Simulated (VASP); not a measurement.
# ZrC: the relaxed cell at several levels, part 2 of 2

Which functional gives the lattice of ZrC as experiment finds it, and is a dearer one worth its cost? The start is a cell from a database of measured crystal structures.

VASP 6.6.1, plane waves and PAW; the level of theory is named at each step.

Still holding for the runs below: The k-mesh is coarse for a metal.

So far. Step 2 (Relaxation with PBE): It ends with forces that vanish by symmetry and a pressure of 0.01 GPa. The volume lies +0.6 % from that of the database's start. The conventional cell has a = 4.710 Å. Step 3 (Relaxation with LDA): It ends at 12.55 Å³/atom, -3.3 % from the start, with -0.04 GPa left. The conventional cell has a = 4.648 Å.

**4. Relaxation with r2SCAN**

This step: r2SCAN; plane waves and PAW (Zr_sv, C) (VASP 6.6.1).

r2SCAN adds the kinetic-energy density, costs more than a GGA and is run with LASPH.

INCAR

```
SYSTEM = ZrC
PREC = Accurate
ENCUT = 560
EDIFF = 1E-06
NELM = 100
ISMEAR = -1
SIGMA = 0.05
LREAL = .FALSE.
ALGO = Normal
METAGGA = R2SCAN
LASPH = .TRUE.
NBANDS = 14
LORBIT = 11
LWAVE = .FALSE.
LCHARG = .FALSE.
KPAR = 2
IBRION = 2
NSW = 60
ISIF = 3
EDIFFG = -0.01
```

POSCAR

```
ZrC
1.0
    0.0000000000      2.3502110000      2.3502110000
    2.3502110000      0.0000000000      2.3502110000
    2.3502110000      2.3502110000      0.0000000000
Zr C
1 1
Direct
    0.5000000000      0.5000000000      0.5000000000
    0.0000000000      0.0000000000      0.0000000000
```

KPOINTS

```
Automatic mesh
0
Gamma
7 7 7
0 0 0
```

PAW data sets: Zr_sv and C (PBE family, release 64).

Command:

```
$ mpirun -np 2 vasp_std
```

The program printed:

```text
[banner, memory and clock lines left out]
running    2 mpi-ranks, on    1 nodes
[...]
[... a notice as in an earlier step ...]

 LDA part: xc-table for (None), standard interpolation
 POSCAR, INCAR and KPOINTS ok, starting setup
[...]
entering main loop
       N       E                     dE             d eps       ncg     rms          rms(c)
DAV:   1     0.913369027161E+02    0.91337E+02   -0.92971E+03   560   0.126E+03
DAV:   2    -0.363874088185E+02   -0.12772E+03   -0.11975E+03   710   0.323E+02
DAV:   3    -0.442789707992E+02   -0.78916E+01   -0.78216E+01  1040   0.652E+01
DAV:   4    -0.443439863310E+02   -0.65016E-01   -0.64982E-01   626   0.587E+00
[...]
DAV:  12    -0.347195169435E+02    0.79662E-05   -0.11696E-05   658   0.403E-02    0.227E-02
DAV:  13    -0.347195155290E+02    0.14145E-05   -0.59671E-06   736   0.261E-02    0.342E-03
DAV:  14    -0.347195157549E+02   -0.22593E-06   -0.24896E-07   316   0.520E-03
   1 F= -.34719516E+02 E0= -.34717351E+02  d E =-.347195E+02
[...]
DAV:   6    -0.347174269281E+02   -0.87523E-04   -0.10041E-04   902   0.617E-02    0.164E-02
DAV:   7    -0.347174274596E+02   -0.53150E-06   -0.33512E-06   582   0.194E-02
   2 F= -.34717427E+02 E0= -.34715152E+02  d E =0.208830E-02
 trial-energy change:    0.002088  1 .order    0.002027   -0.005993    0.010048
 step:   0.3683(harm=  0.3736)  dis= 0.00000  next Energy=   -34.720616 (dE=-0.110E-02)
[...]
N       E                     dE             d eps       ncg     rms          rms(c)
DAV:   1    -0.347336527679E+02   -0.16226E-01   -0.52551E-01   614   0.767E+00    0.149E+00
DAV:   2    -0.347226799887E+02    0.10973E-01   -0.32988E-02   656   0.209E+00    0.448E-01
DAV:   3    -0.347201424406E+02    0.25375E-02   -0.11778E-02   822   0.887E-01    0.170E-01
DAV:   4    -0.347204003401E+02   -0.25790E-03   -0.25972E-04   710   0.149E-01    0.746E-02
DAV:   5    -0.347205419444E+02   -0.14160E-03   -0.24288E-04   872   0.945E-02    0.587E-02
DAV:   6    -0.347206121076E+02   -0.70163E-04   -0.68975E-05   912   0.475E-02    0.100E-02
DAV:   7    -0.347206115034E+02    0.60428E-06   -0.10508E-06   424   0.114E-02
   3 F= -.34720612E+02 E0= -.34718400E+02  d E =-.109575E-02
[...]
reached required accuracy - stopping structural energy minimisation
```

The job ended after 45 s (2 MPI ranks of Intel Xeon Platinum 8375C at 2.90GHz (Ice Lake), shared host; peak memory 0.32 GiB; 88 s of CPU time).

OUTCAR, selected parts (step 4):

```text
  Total       -0.0001043     -0.0001043     -0.0001043      0.0000000      0.0000000      0.0000000
  in kB       -0.0063890     -0.0063890     -0.0063890      0.0000000      0.0000000      0.0000000
  external PRESSURE =      -0.0063890 kB  Pullay stress =       0.0000000 kB

 POSITION                                       TOTAL-FORCE (eV/Angst)
 -----------------------------------------------------------------------------------
      2.35622      2.35622      2.35622        -0.000000      0.000000      0.000000
      0.00000     -0.00000      0.00000         0.000000     -0.000000     -0.000000
 -----------------------------------------------------------------------------------
    total drift:                                0.000000      0.000000      0.000000

  FREE ENERGIE OF THE ION-ELECTRON SYSTEM (eV)
  ---------------------------------------------------
  free  energy   TOTEN  =       -34.7206115034 eV

  energy  without entropy=      -34.7161887822  energy(sigma->0) =      -34.71840014

[... 2 parts as in an earlier step ...]

[... 2 further parts left out ...]
[key lines of the parts left out:]
E-fermi :   9.4791
```

The PAW data sets were made with PBE, which is usual practice but a small mismatch for other functionals.

The steps of the relaxation:

| step | energy less that of the first step (eV) | largest force (eV/Å) | pressure (GPa) | volume (Å³) |
| --- | --- | --- | --- | --- |
| 1 | 0.0000 | 0.0000 | 1.78 | 25.96 |
| 2 | 0.0021 | 0.0000 | -2.92 | 26.51 |
| 3 | -0.0011 | 0.0000 | 0.00 | 26.16 |

| conventional cell, symmetrised | before | after | change |
| --- | --- | --- | --- |
| a (Å) | 4.700 | 4.712 | +0.3 % |
| b (Å) | 4.700 | 4.712 | +0.3 % |
| c (Å) | 4.700 | 4.712 | +0.3 % |
| volume (Å³/atom) | 12.98 | 13.08 | +0.8 % |

Final coordinates:

```xyz
2
Lattice="0.0000 2.3562 2.3562 2.3562 0.0000 2.3562 2.3562 2.3562 0.0000" Properties=species:S:1:pos:R:3 pbc="T T T"
Zr    2.3562    2.3562    2.3562
C     0.0000    0.0000    0.0000
```

It ends at 13.08 Å³/atom, +0.8 % from the start, with 0.00 GPa left. The conventional cell has a = 4.712 Å.

**5. Relaxation with PBE + D3(BJ)**

This step: PBE with D3(BJ); plane waves and PAW (Zr_sv, C) (VASP 6.6.1).

A dispersion term adds the long-range attraction that semilocal functionals lack. D3 with Becke-Johnson damping keeps a finite attraction at short range.

Changes to INCAR since step 4:

```diff
@@ -9,5 +9,6 @@
 ALGO = Normal
-METAGGA = R2SCAN
+GGA = PE
+IVDW = 12
+NBANDS = 14
 LASPH = .TRUE.
-NBANDS = 14
 LORBIT = 11
```

POSCAR is that of step 4.

KPOINTS is that of step 4.

Command:

```
$ mpirun -np 2 vasp_std
```

The program printed:

```text
[... set-up lines as in an earlier step ...]
 entering main loop
       N       E                     dE             d eps       ncg     rms          rms(c)
[... 13 cycles as in an earlier step ...]
   1 F= -.20257094E+02 E0= -.20255260E+02  d E =-.202571E+02
[...]
N       E                     dE             d eps       ncg     rms          rms(c)
DAV:   1    -0.196021881099E+02   -0.14448E+00   -0.63130E+00   614   0.258E+01    0.585E+00
DAV:   2    -0.194330533708E+02    0.16913E+00   -0.34585E-01   632   0.679E+00    0.165E+00
DAV:   3    -0.194024919805E+02    0.30561E-01   -0.17296E-01   834   0.306E+00    0.569E-01
DAV:   4    -0.194066078139E+02   -0.41158E-02   -0.52118E-03   902   0.505E-01    0.456E-01
DAV:   5    -0.194104124245E+02   -0.38046E-02   -0.45178E-03   898   0.368E-01    0.530E-02
DAV:   6    -0.194105276032E+02   -0.11518E-03   -0.35162E-04   888   0.150E-01    0.376E-02
DAV:   7    -0.194105399375E+02   -0.12334E-04   -0.25240E-05   644   0.625E-02    0.112E-02
DAV:   8    -0.194105392027E+02    0.73482E-06   -0.82475E-07   382   0.109E-02
   2 F= -.20247919E+02 E0= -.20246452E+02  d E =0.917475E-02
 trial-energy change:    0.009175  1 .order    0.009677   -0.026927    0.046281
 step:   0.3775(harm=  0.3678)  dis= 0.00000  next Energy=   -20.262204 (dE=-0.511E-02)
[...]
N       E                     dE             d eps       ncg     rms          rms(c)
DAV:   1    -0.195201469271E+02   -0.10961E+00   -0.24119E+00   614   0.162E+01    0.357E+00
DAV:   2    -0.194587458207E+02    0.61401E-01   -0.15821E-01   674   0.453E+00    0.103E+00
DAV:   3    -0.194459845946E+02    0.12761E-01   -0.57117E-02   836   0.176E+00    0.262E-01
DAV:   4    -0.194473631655E+02   -0.13786E-02   -0.29881E-03   920   0.395E-01    0.287E-01
DAV:   5    -0.194485856152E+02   -0.12224E-02   -0.73963E-04   910   0.165E-01    0.635E-02
DAV:   6    -0.194488253291E+02   -0.23971E-03   -0.54386E-04   880   0.142E-01    0.253E-02
DAV:   7    -0.194488285187E+02   -0.31896E-05   -0.11803E-05   596   0.352E-02    0.377E-03
DAV:   8    -0.194488279065E+02    0.61218E-06   -0.92744E-07   558   0.766E-03
   3 F= -.20262280E+02 E0= -.20260586E+02  d E =-.518567E-02
[...]
reached required accuracy - stopping structural energy minimisation
```

It took 15 s on 2 MPI ranks; peak memory 0.32 GiB; 29 s of CPU time.

Parts of OUTCAR (step 5):

```text
 Edisp (eV)   -0.83738

 Edisp (eV)   -0.81345

  Total      -0.00315    -0.00315    -0.00315     0.00000    -0.00000     0.00000
  in kB      -0.19754    -0.19754    -0.19754     0.00000    -0.00000     0.00000
  external pressure =       -0.20 kB  Pullay stress =        0.00 kB

 POSITION                                       TOTAL-FORCE (eV/Angst)
 -----------------------------------------------------------------------------------
      2.33716      2.33716      2.33716         0.000000     -0.000000      0.000000
      0.00000      0.00000      0.00000         0.000000      0.000000     -0.000000
 -----------------------------------------------------------------------------------
    total drift:                                0.000000      0.000000      0.000000

  FREE ENERGIE OF THE ION-ELECTRON SYSTEM (eV)
  ---------------------------------------------------
  free  energy   TOTEN  =       -20.2622799055 eV

  energy  without entropy=      -20.2588912984  energy(sigma->0) =      -20.26058560

[... 2 parts as in an earlier step ...]

[... 2 further parts left out ...]
[key lines of the parts left out:]
E-fermi :   9.7710
```

Dispersion corrections of this kind ignore metallic screening and tend to overbind metals.

Relaxation path:

| step | energy less that of the first step (eV) | largest force (eV/Å) | pressure (GPa) | volume (Å³) |
| --- | --- | --- | --- | --- |
| 1 | 0.0000 | 0.0000 | -3.76 | 25.96 |
| 2 | 0.0092 | 0.0000 | 6.76 | 24.83 |
| 3 | -0.0052 | 0.0000 | -0.02 | 25.53 |

| conventional cell, symmetrised | before | after | change |
| --- | --- | --- | --- |
| a (Å) | 4.700 | 4.674 | -0.6 % |
| b (Å) | 4.700 | 4.674 | -0.6 % |
| c (Å) | 4.700 | 4.674 | -0.6 % |
| volume (Å³/atom) | 12.98 | 12.77 | -1.7 % |

The relaxed structure:

```
Zr C
1.0
     0.00000    2.33716    2.33716
     2.33716    0.00000    2.33716
     2.33716    2.33716    0.00000
Zr C
1 1
Direct
  0.50000 0.50000 0.50000
  0.00000 0.00000 0.00000
```

It ends at 12.77 Å³/atom, -1.7 % from the start, with -0.02 GPa left. The conventional cell has a = 4.674 Å. Against plain PBE, the dispersion term moves a by -0.8 %.

**6. The cells as a table**

This step: relaxed cells at several levels; plane waves and PAW (VASP 6.6.1).

Derived from the runs above.

Lengths are those of the conventional cell; cost is the wall time of each run, as given at its step, times its ranks, without the set-up around it. Results by level, by row:

| level | volume (Å³/atom) | change from the start (%) | a (Å) | cost (core minutes) |
| --- | --- | --- | --- | --- |
| PBE | 13.06 | 0.6 | 4.71 | 0.473 |
| LDA | 12.55 | -3.3 | 4.648 | 0.52 |
| r2SCAN | 13.08 | 0.8 | 4.712 | 1.5 |
| PBE + D3(BJ) | 12.77 | -1.7 | 4.674 | 0.507 |

**7. Summary of results**

- volume, PBE: 13.06 Å³/atom
- volume, LDA: 12.55 Å³/atom
- volume, r2SCAN: 13.08 Å³/atom
- volume, PBE + D3(BJ): 12.77 Å³/atom

In words: For ZrC the levels give volumes between 12.55 Å³/atom (LDA) and 13.08 Å³/atom (r2SCAN), a spread of 4.2 %, while the cost of the finished runs spans a factor of 3.2. Against the volume of the start, a cell from experiment, PBE comes nearest (+0.6 %) and LDA lies farthest (-3.3 %); thermal expansion is in that cell alone. Within 2 % of it: PBE, r2SCAN and PBE + D3(BJ). The costs hold the number of ionic steps as well as the price of the functional. Adding D3(BJ) to PBE changes the volume by -2.3 % (a by -0.8 %). Pairwise corrections of the D and TS kind ignore the screening in a metal, so they may overbind here. Within 0.02 Å all end in space group Fm-3m; the runs can't lower the symmetry of the start. The k-sampling is coarse for a metal, so the Fermi level, pressures and the shape of the cell carry errors. Each is a single relaxation on the plane waves of the start cell, so larger changes of volume carry a basis-set error that was not tested here. Zero-point and thermal expansion are not included.

[Lines on the potential files, build, host, timing and source positions are cut from VASP's logs without a mark.]

[Logs are printed without paths, hosts, clocks, repeated set-up lines and the standing remarks that a program may print on its own settings, such as how far it seeks lower states.]

[Hosts, paths, dates, database ids (printed as entryN), source tags and the programs' standing remarks are cut or masked in the printed files.]

[A measured line is paired with the nearest computed mode of its activity, which favours agreement.]
